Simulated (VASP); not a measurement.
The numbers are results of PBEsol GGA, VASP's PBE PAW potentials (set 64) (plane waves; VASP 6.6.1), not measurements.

VASP ran on this input.

**INCAR**
```
SYSTEM = Pd2Rh2
PREC = Accurate
ENCUT = 400
EDIFF = 1E-6
NELM = 100
ALGO = Normal
LREAL = .FALSE.
LASPH = .TRUE.
ISMEAR = 1
SIGMA = 0.1
GGA = PS
LMAXMIX = 4
LWAVE = .FALSE.
LCHARG = .FALSE.
IBRION = 2
ISIF = 3
NSW = 60
EDIFFG = -0.02
```

POSCAR:
```
Pd2Rh2
1.0
  0.0000000000   1.9117655003   1.9117655003
  1.9117655003   0.0000000000   1.9117655003
  7.6423661352   7.6423661352   0.0046958659
Rh Pd
2 2
direct
  0.9929213822   0.9929213822   0.0053089634
  0.0070786178   0.0070786178   0.2446910366
  0.0050947961   0.0050947961   0.4961789029
  0.9949052039   0.9949052039   0.7538210971
```

**KPOINTS**
```
K-points
0
G
 12 12 3
```

POTCAR, in this order: Rh_pv Pd (PBE.64 set). Program: vasp_std.

What VASP printed:

File OUTCAR:
```
 ion  position               nearest neighbor table
   1  0.993  0.993  0.005-   2 2.63   2 2.63   2 2.63   4 2.71   4 2.71   4 2.71
   2  0.007  0.007  0.245-   1 2.63   1 2.63   1 2.63   3 2.71   3 2.71   3 2.71
   3  0.005  0.005  0.496-   2 2.71   2 2.71   2 2.71   4 2.76   4 2.76   4 2.76
   4  0.995  0.995  0.754-   1 2.71   1 2.71   1 2.71   3 2.76   3 2.76   3 2.76
  LATTYP: Found a trigonal (rhomboedric) cell.
 ALAT       =     8.9589658477
 COS(alpha) =     0.9544641468
 Subroutine PRICEL returns:
 Original cell was already a primitive cell.
 Subroutine GETGRP returns: Found 12 space group operations
The static configuration has the point symmetry C_3v.
 The point group associated with its full space group is D_3d.
The dynamic configuration has the point symmetry C_3v.
 Subroutine INISYM returns: Found 12 space group operations
 Subroutine IBZKPT returns following result:
 Found     49 irreducible k-points:

 Following reciprocal coordinates:
            Coordinates               Weight
  0.000000  0.000000  0.000000      1.000000
  0.083333  0.000000 -0.000000      6.000000
  0.166667  0.000000 -0.000000      6.000000
  0.250000  0.000000 -0.000000      6.000000
  0.333333  0.000000  0.000000      6.000000
...
```

File OSZICAR:
```
       N       E                     dE             d eps       ncg     rms          rms(c)
DAV:   1     0.424690364976E+03    0.42469E+03   -0.25141E+04  3180   0.147E+03
DAV:   2    -0.184498748913E+02   -0.44314E+03   -0.42776E+03  3288   0.441E+02
DAV:   3    -0.300743803804E+02   -0.11625E+02   -0.11401E+02  3110   0.798E+01
DAV:   4    -0.301796465778E+02   -0.10527E+00   -0.10523E+00  3134   0.765E+00
DAV:   5    -0.301817156396E+02   -0.20691E-02   -0.20690E-02  3156   0.108E+00    0.206E+01
DAV:   6    -0.286728981261E+02    0.15088E+01   -0.86367E+00  3150   0.239E+01    0.111E+01
DAV:   7    -0.309904266605E+02   -0.23175E+01   -0.19990E+01  3146   0.396E+01    0.152E+01
DAV:   8    -0.285774577900E+02    0.24130E+01   -0.19447E+00  3190   0.171E+01    0.645E+00
DAV:   9    -0.281524291074E+02    0.42503E+00   -0.19984E+00  3154   0.148E+01    0.357E+00
DAV:  10    -0.280786787785E+02    0.73750E-01   -0.58311E-01  3116   0.649E+00    0.117E+00
DAV:  11    -0.280675473669E+02    0.11131E-01   -0.18171E-02  3078   0.120E+00    0.384E-01
DAV:  12    -0.280665500139E+02    0.99735E-03   -0.26358E-03  3174   0.349E-01    0.216E-01
DAV:  13    -0.280662548890E+02    0.29512E-03   -0.65094E-04  3224   0.209E-01    0.533E-02
DAV:  14    -0.280662489464E+02    0.59426E-05   -0.57426E-05  3120   0.537E-02    0.138E-02
DAV:  15    -0.280662485910E+02    0.35544E-06   -0.55402E-06  3066   0.176E-02
   1 F= -.28066249E+02 E0= -.28065357E+02  d E =-.280662E+02
       N       E                     dE             d eps       ncg     rms          rms(c)
DAV:   1    -0.280722444266E+02   -0.59955E-02   -0.28798E-01  2946   0.653E+00    0.669E-01
DAV:   2    -0.281144894955E+02   -0.42245E-01   -0.20326E-01  3096   0.389E+00    0.254E+00
DAV:   3    -0.280665090419E+02    0.47980E-01   -0.14921E-01  3134   0.317E+00    0.166E-01
DAV:   4    -0.280664053714E+02    0.10367E-03   -0.28340E-03  2994   0.376E-01    0.731E-02
DAV:   5    -0.280663917661E+02    0.13605E-04   -0.16367E-04  3136   0.104E-01    0.509E-02
DAV:   6    -0.280663838196E+02    0.79464E-05   -0.37856E-05  3166   0.529E-02    0.831E-03
DAV:   7    -0.280663851175E+02   -0.12978E-05   -0.30692E-06  2666   0.114E-02    0.232E-03
DAV:   8    -0.280663850687E+02    0.48716E-07   -0.20304E-07  1494   0.323E-03
   2 F= -.28066385E+02 E0= -.28065457E+02  d E =-.136478E-03
       N       E                     dE             d eps       ncg     rms          rms(c)
DAV:   1    -0.280673866107E+02   -0.10015E-02   -0.43503E-02  2946   0.254E+00    0.262E-01
DAV:   2    -0.280737591720E+02   -0.63726E-02   -0.27250E-02  3102   0.156E+00    0.934E-01
DAV:   3    -0.280665140130E+02    0.72452E-02   -0.17278E-02  3136   0.127E+00    0.587E-02
DAV:   4    -0.280665026974E+02    0.11316E-04   -0.46515E-04  2994   0.147E-01    0.308E-02
DAV:   5    -0.280664966811E+02    0.60163E-05   -0.32062E-05  3130   0.468E-02    0.225E-02
DAV:   6    -0.280664926105E+02    0.40706E-05   -0.99074E-06  3164   0.270E-02    0.349E-03
DAV:   7    -0.280664923918E+02    0.21866E-06   -0.75305E-07  1548   0.757E-03
   3 F= -.28066492E+02 E0= -.28065581E+02  d E =-.243801E-03
```

File OUTCAR:
```
------------------------ aborting loop because EDIFF is reached ----------------------------------------
  FORCE on cell =-STRESS in cart. coord.  units (eV):
  Direction    XX          YY          ZZ          XY          YZ          ZX
  --------------------------------------------------------------------------------------
  Total        0.0680483      0.0680483      0.0680483     -0.0130347      0.0130347      0.0130347
  in kB        1.9551982      1.9551982      1.9551982     -0.3745194      0.3745194      0.3745194
  external PRESSURE =       1.9551982 kB  Pullay stress =       0.0000000 kB
  volume of cell :       55.76
      direct lattice vectors                 reciprocal lattice vectors
     0.000000000  1.911557914  1.911557914    -0.261750644  0.261382865  0.261750644
     1.911557914  0.000000000  1.911557914     0.261382865 -0.261750644  0.261750644
     7.635503194  7.635503194  0.010728461     0.065529606  0.065529606 -0.065529606
 POSITION                                       TOTAL-FORCE (eV/Angst)
 -----------------------------------------------------------------------------------
      1.93964      1.93964      3.79503         0.009531      0.009531     -0.009531
      1.88079      1.88079      0.03076        -0.009531     -0.009531      0.009531
      3.79817      3.79817      0.02494        -0.005372     -0.005372      0.005372
      7.65776      7.65776      3.81159         0.005372      0.005372     -0.005372
 -----------------------------------------------------------------------------------
    total drift:                                0.000000      0.000000      0.000000
  FREE ENERGIE OF THE ION-ELECTRON SYSTEM (eV)
  ---------------------------------------------------
  free  energy   TOTEN  =       -28.0664923918 eV

  energy  without entropy=      -28.0637575381  energy(sigma->0) =      -28.06558077

 reached required accuracy - stopping structural energy minimisation
```
(Selected blocks of OUTCAR.)

**CONTCAR**
```
Pd2Rh2
   1.00000000000000
     0.0000000000000162    1.9115579137697580    1.9115579137697256
     1.9115579137697580    0.0000000000000162    1.9115579137697256
     7.6355031943264979    7.6355031943264979    0.0107284606526087
  Rh              Pd
     2     2
Direct
     0.9926392301438151    0.9926392301438151    0.0055205774421378
     0.0073607698561849    0.0073607698561849    0.2444794225578622
     0.0051314421426045    0.0051314421426045    0.4961514183680479
     0.9948685578573954    0.9948685578573954    0.7538485816319521
```

The structure was generated: Pd2Rh2 was put into an ordered model structure (R-3m), which need not be its known phase. This run relaxes it. Symmetry was kept, so distortions that lower it aren't found. The start is the result of an earlier pass. VASP warned that the highest band is occupied, so more bands are needed.
